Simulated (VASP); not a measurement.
Cost and result of VASP (PAW) for the bulk modulus of TlCl (CsCl type). Static lattice, third-order Birch-Murnaghan fit over five volumes. The cost counts the five points of the equation of state, each on the mesh and cut-off of its row, so the ratios hold those differences too. With PBE it took about 40 core-seconds. Times come from single runs on busy shared machines, so they are rough: good to a factor of about 2.

| level | k-mesh | cut-off (eV) | bulk modulus (GPa) | cost over PBE |
|---|---|---|---|---|
| LDA | 7×7×7 | 520 | 37.5 | within a factor of 2 |
| PBEsol | 7×7×7 | 520 | … | within a factor of 2 |
| PBE | 7×7×7 | 520 | 22.0 | reference |
| PBE0 | 6×6×6 | 520 | … | … |

Q: Complete the blanks.

A: 
- PBEsol, bulk modulus (GPa): 30.0
- PBE0, bulk modulus (GPa): 23.4
- PBE0, cost over PBE: about 50 times

Left out are levels that failed, ran on another kind of processor or have no fit band path; at most nine are shown.

The compound is TlCl in the CsCl type structure.
